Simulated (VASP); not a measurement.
Crystal: Al3BiO3.

```
CELL_PARAMETERS angstrom
9.49259 -0.14337 -0.16026
-0.04724 2.97387 0.03532
-3.40557 0.15100 8.94437
ATOMIC_POSITIONS crystal
Al 0.80989 0.75713 0.68645
Al 0.67678 0.24761 0.35820
Al 0.86538 0.71651 0.16844
Al 0.19137 0.25947 0.31867
Al 0.14181 0.27958 0.83455
Al 0.32320 0.76406 0.64297
Bi 0.35957 0.25631 0.13146
Bi 0.64019 0.74939 0.86766
O 0.77852 0.25914 0.55817
O 0.76370 0.76034 0.30014
O 0.98066 0.24878 0.22611
O 0.22104 0.76377 0.43303
O 0.01225 0.74951 0.77305
O 0.24110 0.25938 0.70026
```

The cell was built by a generator and needn't be a form met in nature.

```yaml
Program: VASP 6.6.1
Task: relaxation of cell and atoms
Functional: PBE
Potentials_or_basis: VASP PAW PBE potentials, release 64 (Al, Bi_d, O)
Cutoff: 520 eV
k_mesh: 3 × 7 × 3
Occupations: gaussian, width 0.15 eV
Spin: no spin polarisation
```

At the start: pressure -0.0 GPa; volume 17.91 Å³/atom.

Problem. How do energy, volume and symmetry change on relaxing?

Solution. Over 26 steps the energy falls by 48.5 meV/atom and the volume is 17.75 Å³/atom (-0.9 %); space group P2_1/m (No. 11, to 0.05 Å).

The path:
| step | energy change (eV) | largest force (eV/Å) | pressure (GPa) | volume (Å³) |
| --- | --- | --- | --- | --- |
| 1 | 0.0000 | 1.8421 | -0.04 | 250.78 |
| 2 | -0.5157 | 1.1862 | -0.46 | 250.36 |
| 3 | -0.5346 | 0.8743 | -0.58 | 250.46 |
| 4 | -0.6376 | 0.3077 | 0.31 | 248.17 |
| 5 | -0.6384 | 0.2946 | 0.34 | 247.96 |
| 6 | -0.6594 | 0.2379 | -0.33 | 248.79 |
| 7 | -0.6594 | 0.2339 | -0.33 | 248.77 |
| 8 | -0.6684 | 0.1574 | 0.01 | 247.78 |
| 9 | -0.6695 | 0.1782 | 0.29 | 247.16 |
| 10 | -0.6723 | 0.0742 | -0.04 | 247.85 |
| 11 | -0.6723 | 0.0632 | -0.02 | 247.76 |
| 12 | -0.6736 | 0.0403 | 0.06 | 247.83 |
| 13 | -0.6737 | 0.0493 | 0.05 | 247.86 |
| 14 | -0.6745 | 0.0328 | 0.00 | 248.12 |
| 15 | -0.6747 | 0.0610 | -0.11 | 248.42 |
| 16 | -0.6752 | 0.0485 | -0.13 | 248.37 |
| 17 | -0.6757 | 0.0551 | -0.07 | 248.23 |
| 18 | -0.6762 | 0.0456 | -0.01 | 247.98 |
| 19 | -0.6764 | 0.0428 | 0.09 | 247.71 |
| 20 | -0.6769 | 0.0402 | 0.09 | 247.79 |
| 21 | -0.6771 | 0.0481 | 0.04 | 247.88 |
| 22 | -0.6777 | 0.0329 | 0.03 | 248.08 |
| 23 | -0.6780 | 0.0549 | -0.05 | 248.38 |
| 24 | -0.6784 | 0.0487 | -0.03 | 248.45 |
| 25 | -0.6786 | 0.0519 | -0.02 | 248.53 |
| 26 | -0.6790 | 0.0222 | -0.01 | 248.49 |

Final structure:
```
Al Bi O
1.0
     9.26730    0.00167   -0.14366
     0.00321    3.08455   -0.00088
    -3.31398   -0.00148    8.74441
Al Bi O
6 2 6
Cartesian
  5.2387 2.3276 5.7817
  5.1239 0.7899 2.9685
  7.4705 2.3343 1.3579
  0.7249 0.7873 2.8171
  -1.5072 0.7848 7.2390
  0.8422 2.3282 5.6304
  2.8713 0.7913 1.1372
  3.0918 2.3150 7.4628
  5.3239 0.7855 4.7976
  6.0536 2.3307 2.5095
  8.3820 0.7912 1.8005
  0.6400 2.3307 3.8016
  -2.4182 2.3279 6.7961
  -0.0878 0.7878 6.0909
```
